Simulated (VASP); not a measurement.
Data:

```xyz
1
Lattice="0.0000 1.7975 1.7975 1.7975 0.0000 1.7975 1.7975 1.7975 0.0000" Properties=species:S:1:pos:R:3 pbc="T T T"
Cu     0.0000     0.0000     0.0000
```

All values below come from revTPSS meta-GGA, VASP's PBE PAW potentials (set 64) (plane waves; VASP). Settings: 520 eV cut-off, 17×17×17 Γ-centred mesh, first-order Methfessel-Paxton smearing of 0.10 eV, potentials Cu.

Task: Estimate the energy per atom (σ→0), pressure, band gap (on the k-mesh) with the smallest direct gap where there is one.

Result: 
The band gap (on the k-mesh) is none (metal, semimetal or under 0.01 eV) and the energy per atom (σ→0) is 0.683 eV/atom. The pressure comes out as -5.12 GPa.

The compound is Cu in the fcc structure. This cell is one point of a volume scan, at 1.03 of the reference volume.
